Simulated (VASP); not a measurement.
```
CELL_PARAMETERS angstrom
      2.06295    -3.57314     0.00000
      2.06295     3.57314     0.00000
      0.00000     0.00000     6.70342
ATOMIC_POSITIONS crystal
  Cd 0.66667 0.33333 0.50002
  Cd 0.33333 0.66667 0.00002
  S  0.66667 0.33333 0.87698
  S  0.33333 0.66667 0.37698
```

The numbers are results of PBEsol GGA, VASP's PBE PAW potentials (set 64) (plane waves; VASP), not measurements. Settings: 400 eV cut-off, Gaussian smearing of 0.050 eV, potentials Cd S.

Q: Predict the band gap (along the path) with the smallest direct gap where there is one.

A: 
```
Item                                   Result
------------------------------------  -------
band gap (along the path)             1.10 eV
smallest direct gap (along the path)  1.10 eV
```

The compound is CdS in the wurtzite structure. It was relaxed first.
